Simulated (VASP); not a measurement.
# WS$_{2}$ (relaxed from the CdI2 structure, space group P-3m1): computed properties

Level of theory: r2SCAN meta-GGA, VASP's PBE PAW potentials (set 64) (plane waves; VASP).

```
Quantity                                                                                                 Value
----------------------------------  --------------------------------------------------------------------------
space group                                                                                        P-3m1 (164)
cell                                a = 3.223 Å, b = 3.223 Å, c = 6.360 Å, α = 90.00°, β = 90.00°, γ = 120.00°
volume per atom                                                                                  19.08 Å³/atom
band gap (over mesh and band path)                                    none (metal, semimetal or under 0.01 eV)
density                                                                                             7.19 g/cm³
```

WS2 is modelled in the trigonal space group P-3m1 (No. 164), the CdI2 type structure, Pearson symbol hP3. Lattice parameters: a = b = 3.2234 Å, c = 6.3603 Å, α = β = 90.00°, γ = 120.00°. W on 1a sees 6 S at 2.421 Å (octahedral). S on 2d has 3 W at 2.421 Å (trigonal pyramidal). (Neighbours: up to the widest gap in distance over summed covalent radii, below 1.35, at either atom; cation-cation and far metal-metal contacts left out.)

Unless said otherwise, spin-orbit coupling is left out, though it shifts the bands of the heavy elements here.

The structure was generated: WS2 was put into the CdI2 type (P-3m1), which need not be its known phase. It was relaxed first, which changed the volume by -11 %. Symmetry was kept, so distortions that lower it aren't found.
